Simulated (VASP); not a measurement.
All values below come from LDA (Ceperley-Alder, Perdew-Zunger), VASP's LDA PAW potentials (set 64) (plane waves; VASP).

Input for VASP

**INCAR**
```
! general
SYSTEM  = FeB2
PREC    = Accurate
ENCUT   = 400   ! plane-wave cut-off (eV)
LREAL   = F   ! projection in real space or not
LASPH   = T   ! aspherical one-centre terms

! electronic loop
EDIFF   = 1E-6   ! SCF stop (eV)
NELM    = 100   ! most electronic steps
ALGO    = Normal   ! blocked Davidson
LMAXMIX = 4   ! l cut-off of mixed one-centre charges

! smearing
ISMEAR  = -1   ! Fermi-Dirac
SIGMA   = 0.05   ! width (eV)

! spin
ISPIN   = 2   ! spin-polarised
MAGMOM  = 4.0 2*0.0

! ions
ISIF    = 2

! output
LWAVE   = F
LCHARG  = F
LORBIT  = 11   ! lm-projected
```

### POSCAR
```
FeB2
4.7963880
  0.0000000000   0.5000000000   0.5000000000
  0.5000000000   0.0000000000   0.5000000000
  0.5000000000   0.5000000000   0.0000000000
Fe B
1 2
Cartesian
 -0.0052975000   0.0000165000   0.0017680000
  0.2348600000   0.2628580000   0.2542030000
  0.7704380000   0.7371255000   0.7440295000
```

File KPOINTS:
```
Automatic
0
Gamma
  5 5 5
```

POTCAR, in this order: Fe B (LDA.64 set). Program: vasp_std.

The resulting files:

**OSZICAR**
```
       N       E                     dE             d eps       ncg     rms          rms(c)
DAV:   1     0.421869453646E+02    0.42187E+02   -0.54914E+03  3380   0.930E+02
DAV:   2    -0.225979019607E+02   -0.64785E+02   -0.57907E+02  3531   0.198E+02
DAV:   3    -0.257025746890E+02   -0.31047E+01   -0.29788E+01  4178   0.481E+01
DAV:   4    -0.257558719718E+02   -0.53297E-01   -0.52939E-01  3846   0.563E+00
DAV:   5    -0.257565730807E+02   -0.70111E-03   -0.70104E-03  3877   0.636E-01    0.230E+01
DAV:   6    -0.341230650671E+02   -0.83665E+01   -0.74400E+01  3592   0.170E+02    0.361E+01
DAV:   7    -0.225869927809E+02    0.11536E+02   -0.43104E+01  3936   0.134E+02    0.342E+00
DAV:   8    -0.227479230965E+02   -0.16093E+00   -0.15033E+00  3461   0.889E+00    0.260E+00
DAV:   9    -0.227612711391E+02   -0.13348E-01   -0.72199E-02  4528   0.360E+00    0.127E+00
DAV:  10    -0.227651008843E+02   -0.38297E-02   -0.21571E-02  4936   0.184E+00    0.696E-01
DAV:  11    -0.227651565710E+02   -0.55687E-04   -0.36994E-03  4673   0.704E-01    0.105E-01
DAV:  12    -0.227652298053E+02   -0.73234E-04   -0.25271E-04  3766   0.241E-01    0.812E-02
DAV:  13    -0.227652242206E+02    0.55847E-05   -0.48764E-05  4508   0.814E-02    0.193E-02
DAV:  14    -0.227652243786E+02   -0.15796E-06   -0.55437E-06  3239   0.255E-02
   1 F= -.22765224E+02 E0= -.22757975E+02  d E =-.144981E-01  mag=     0.0010
```

OUTCAR:
```
------------------------ aborting loop because EDIFF is reached ----------------------------------------
  FORCE on cell =-STRESS in cart. coord.  units (eV):
  Direction    XX          YY          ZZ          XY          YZ          ZX
  --------------------------------------------------------------------------------------
  Total       -4.7526968     -4.6486852     -4.3404243     -0.9289673      1.5939668     -1.2620115
  in kB     -276.0372928   -269.9962861   -252.0924468    -53.9545524     92.5778132    -73.2978026
  external PRESSURE =    -266.0420086 kB  Pullay stress =       0.0000000 kB
  volume of cell :       27.59
      direct lattice vectors                 reciprocal lattice vectors
     0.000000000  2.398194000  2.398194000    -0.208490222  0.208490222  0.208490222
     2.398194000  0.000000000  2.398194000     0.208490222 -0.208490222  0.208490222
     2.398194000  2.398194000  0.000000000     0.208490222  0.208490222 -0.208490222
 POSITION                                       TOTAL-FORCE (eV/Angst)
 -----------------------------------------------------------------------------------
      4.77098      2.39827      2.40667         0.203314     -0.122994     -0.173161
      1.12648      1.26077      1.21926         0.056240     -0.065950     -0.145952
      3.69532      3.53554      3.56865        -0.259554      0.188944      0.319113
 -----------------------------------------------------------------------------------
    total drift:                               -0.000133     -0.000035     -0.000105
  FREE ENERGIE OF THE ION-ELECTRON SYSTEM (eV)
  ---------------------------------------------------
  free  energy   TOTEN  =       -22.7652243786 eV

  energy  without entropy=      -22.7507262344  energy(sigma->0) =      -22.75797531

 total charge

# of ion       s       p       d       tot
------------------------------------------
    1        0.556   0.666   6.650   7.873
    2        0.682   0.980   0.000   1.663
    3        0.684   0.984   0.000   1.668
--------------------------------------------------
tot          1.923   2.631   6.650  11.204

 magnetization (x)

# of ion       s       p       d       tot
------------------------------------------
    1        0.000   0.000   0.002   0.003
    2       -0.000  -0.000   0.000  -0.000
    3       -0.000  -0.000   0.000  -0.000
--------------------------------------------------
tot          0.000  -0.000   0.002   0.002
```
(Selected blocks of OUTCAR.)

At this cut-off the stress carries a Pulay error, which pulls relaxed volumes low.

The structure was generated: FeB2 was put into an ordered model structure, which need not be its known phase. The cell was not relaxed at this level, atoms are displaced from their ideal sites. The k-mesh is coarse (spacing up to 0.45 per Å, 2π included), so the numbers may not be converged in it. The run is one of a series of settings (GGA removed, POTCAR Fe B (LDA.64 set) against the base run), some of them coarse on purpose.
